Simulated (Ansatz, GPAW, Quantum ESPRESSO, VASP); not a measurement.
**Cr (Im-3m, 2 atoms in the cell) computed with different codes at matched settings**

Self-consistent single point, at a second geometry (lattice scaled by 0.98). First geometry:

```yaml
crystal:
  lattice:
    - [2.88000, 0.00000, 0.00000]
    - [0.00000, 2.88000, 0.00000]
    - [0.00000, 0.00000, 2.88000]
  atoms:
    - { symbol: Cr, position: [0.00000, 0.00000, 0.00000], spin: 1.5 }
    - { symbol: Cr, position: [0.50000, 0.50000, 0.50000], spin: -1.5 }
```
(The spins are starting values, not results.)

Shared settings, as Ansatz (a program for electronic structure) writes them: kpoints.mp_grid.grid = 9 9 9; scf.occupations.method = gaussian; scf.occupations.width = 0.2 eV. Potentials and cutoffs stand in the table.

```
code                                                       model  ΔF from the first geometry (meV/atom)  pressure (GPa)  cutoff
----------------  ----------------------------------------------  -------------------------------------  --------------  ------
GPAW                PBE, GPAW PAW datasets PBE (gpaw-data 1.0.1)                                   16.8            9.81  850 eV
Quantum ESPRESSO  PBE, GBRV 1.5 ultrasoft (PBE) pseudopotentials                                   15.5            9.98   50 Ry
VASP                     PBE, VASP's PBE PAW potentials (set 64)                                   12.1            8.25  300 eV
Ansatz                                    PBE, default PAW files                                   12.9            9.45  420 eV
```

For VASP (by 1.0 GPa) the energy change implies a higher mean pressure, against the two pressures, than for the other programs: a sign of finite-basis (Pulay) stress.

On Ansatz's run: the magnetic order is the one reached from the typed start; others were not searched systematically.

The spread over the programs that give each value: ΔF from the first geometry within 4.7 meV/atom; pressure within 1.73 GPa.

Ansatz's pressure is given at a fixed set of plane waves, as the other plane-wave codes print theirs; with its correction for the finite basis it is 9.56 GPa. In the pressure, VASP (by 1.38) lies more than 1 GPa from the median of the plane-wave programs.

VASP's run is marked for a possible Pulay error in its stress at this cutoff; no cutoff test was made.

The starting cell has typed, rounded lattice constants, without a prior relaxation at this level. For this run, on top of that: lattice scaled by 0.98.

Left out of this page: ABINIT, Elk, FLEUR and SIESTA (not drawn, or without a comparable value).

Keys are those of Ansatz 0.2.
